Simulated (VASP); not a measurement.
```xyz
4
Lattice="4.4436 0.0000 0.0000 -2.2218 3.8482 0.0000 0.0000 0.0000 7.2598" Properties=species:S:1:pos:R:3 pbc="T T T"
Cd     2.2218     1.2827     3.5128
Cd    -2.2218     3.8482     0.1089
Te    -2.2218     3.8482     4.5581
Se     2.2218     1.2827     0.8806
```

The numbers are results of PBEsol GGA, VASP's PBE PAW potentials (set 64) (plane waves; VASP), not measurements. Settings: 400 eV cut-off, 7×7×4 Γ-centred mesh, tetrahedra with Blöchl corrections, potentials Cd Te Se.

Q: Predict the energy per atom (σ→0).

A: 
```
Item                           Result
---------------------  --------------
energy per atom (σ→0)  -2.896 eV/atom
```

Only differences to runs with the same potentials and settings are physical.

The structure comes from a computed database's Cd2TeSe entry (P3m1); how it stands against other phases isn't given here. It was relaxed first.
